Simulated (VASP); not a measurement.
Computed with PBE GGA, VASP's PBE PAW potentials (set 64) (plane waves; VASP 6.6.1).

Input for VASP

### INCAR
```
SYSTEM = In33P31
PREC = Normal; ENCUT = 400; LREAL = Auto
LASPH = .TRUE.; ISYM = 0
EDIFF = 1E-5; NELM = 100; NELMIN = 4
ALGO = Fast; LMAXMIX = 4
ISMEAR = 0; SIGMA = 0.05
GGA = PE
IBRION = 2; NSW = 60; ISIF = 2
EDIFFG = -0.03
LWAVE = .TRUE.; LCHARG = .FALSE.
```

**POSCAR**
```
In33P31
1.0
 11.9995217336   0.0000000000   0.0000000000
  0.0000000000  11.9995217336   0.0000000000
  0.0000000000   0.0000000000  11.9995217336
In P
33 31
Cart
  5.9997608668   0.0000000000   0.0000000000
  8.9996413002   2.9998804334   0.0000000000
  8.9996413002   0.0000000000   2.9998804334
  0.0000000000   0.0000000000   0.0000000000
  2.9998804334   2.9998804334   0.0000000000
  5.9997608668   5.9997608668   0.0000000000
  8.9996413002   8.9996413002   0.0000000000
  2.9998804334   0.0000000000   2.9998804334
  6.0204480423   3.0501344304   3.0138598762
  7.4504670458   4.4629821184   4.5146760580
  8.9490153180   5.9560466091   3.0068641550
  5.9997608668   0.0000000000   5.9997608668
  8.9561790325   2.9776093211   5.9574145546
  8.9996413002   0.0000000000   8.9996413002
  0.0000000000   5.9997608668   0.0000000000
  2.9998804334   8.9996413002   0.0000000000
  0.0000000000   2.9998804334   2.9998804334
  2.9998804334   5.9997608668   2.9998804334
  5.9997608668   8.9996413002   2.9998804334
  0.0000000000   0.0000000000   5.9997608668
  2.9998804334   2.9998804334   5.9997608668
  5.9783897186   6.0038287047   5.9603304384
  8.9996413002   8.9996413002   5.9997608668
  2.9998804334   0.0000000000   8.9996413002
  5.9997608668   2.9998804334   8.9996413002
  8.9996413002   5.9997608668   8.9996413002
  0.0000000000   8.9996413002   2.9998804334
  0.0000000000   5.9997608668   5.9997608668
  2.9998804334   8.9996413002   5.9997608668
  0.0000000000   2.9998804334   8.9996413002
  2.9998804334   5.9997608668   8.9996413002
  5.9997608668   8.9996413002   8.9996413002
  0.0000000000   8.9996413002   8.9996413002
  7.4997010835   1.4999402167   1.4999402167
 10.4995815169   4.4998206501   1.4999402167
 10.4995815169   1.4999402167   4.4998206501
  1.4999402167   1.4999402167   1.4999402167
  4.4998206501   4.4998206501   1.4999402167
  7.4997010835   7.4997010835   1.4999402167
 10.4995815169  10.4995815169   1.4999402167
  4.4998206501   1.4999402167   4.4998206501
 10.4995815169   7.4997010835   4.4998206501
  7.4997010835   1.4999402167   7.4997010835
 10.4995815169   4.4998206501   7.4997010835
 10.4995815169   1.4999402167  10.4995815169
  1.4999402167   7.4997010835   1.4999402167
  4.4998206501  10.4995815169   1.4999402167
  1.4999402167   4.4998206501   4.4998206501
  4.4998206501   7.4997010835   4.4998206501
  7.4997010835  10.4995815169   4.4998206501
  1.4999402167   1.4999402167   7.4997010835
  4.4998206501   4.4998206501   7.4997010835
  7.4997010835   7.4997010835   7.4997010835
 10.4995815169  10.4995815169   7.4997010835
  4.4998206501   1.4999402167  10.4995815169
  7.4997010835   4.4998206501  10.4995815169
 10.4995815169   7.4997010835  10.4995815169
  1.4999402167  10.4995815169   4.4998206501
  1.4999402167   7.4997010835   7.4997010835
  4.4998206501  10.4995815169   7.4997010835
  1.4999402167   4.4998206501  10.4995815169
  4.4998206501   7.4997010835  10.4995815169
  7.4997010835  10.4995815169  10.4995815169
  1.4999402167  10.4995815169  10.4995815169
```

### KPOINTS
```
Automatic mesh
0
G
1 1 1
```

POTCAR, in this order: In P (PBE.64 set). Program: vasp_gam.

**Question.** What will the output report for the number of irreducible k-points (NKPTS), largest plane-wave count, FFT grid (NGX, NGY, NGZ)?

**Answer.** 
The number of irreducible k-points (NKPTS) is 1 and the largest plane-wave count is 15720. The FFT grid (NGX, NGY, NGZ) is 60 × 60 × 60.

The cell is a supercell with a defect, built from InP (zinc blende): In_P. The run is not spin-polarised, so no state with unpaired spins was tried.
